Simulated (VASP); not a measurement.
Given:

```
CELL_PARAMETERS angstrom
      1.81474    -3.14322     0.00000
      1.81474     3.14322     0.00000
      0.00000     0.00000     5.86798
ATOMIC_POSITIONS crystal
  Zr 0.00000 0.00000 0.00000
  S  0.33333 0.66667 0.24752
  S  0.66667 0.33333 0.75248
```

Level of theory: PBEsol GGA, VASP's PBE PAW potentials (set 64) (plane waves; VASP 6.6.1). Numerical set-up: 400 eV cut-off, Gaussian smearing of 0.050 eV, potentials Zr_sv S.

Without a dispersion term in the relaxation, distances and binding between the weakly bound layers, chains or molecules are unreliable, and so is what depends on them.

Question: Give the energies of bands 7 to 15 at the high-symmetry points, in eV from the valence-band maximum.

Answer: 
```tsv
band	Γ	M	K	A	L	H
7	-4.63	-4.56	-3.58	-3.47	-4.68	-3.66
8	-2.85	-2.70	-3.52	-2.81	-3.38	-3.66
9	-2.85	-2.63	-3.52	-2.81	-2.71	-3.17
10	-0.09	-2.55	-2.18	-1.94	-2.43	-2.12
11	-0.09	-1.95	-2.18	-0.24	-0.96	-1.90
12	-0.02	-1.25	-1.50	-0.24	-0.82	-1.90
13	1.51	0.98	2.21	1.47	0.76	2.32
14	1.51	3.33	3.20	1.47	3.32	2.82
15	2.23	3.67	3.20	2.65	3.66	2.82
```

The gap is indirect, 0.76 eV, from the valence maximum at K-Γ at 0.89 to the conduction minimum at L.

Measured: gap 1.70 eV (computed value off by -0.94 eV), as given by Miłosz Rybak et al., Nanomaterials (2022), arXiv:2210.12074.

The compound is ZrS2 in the 1T layered structure. It was relaxed first.
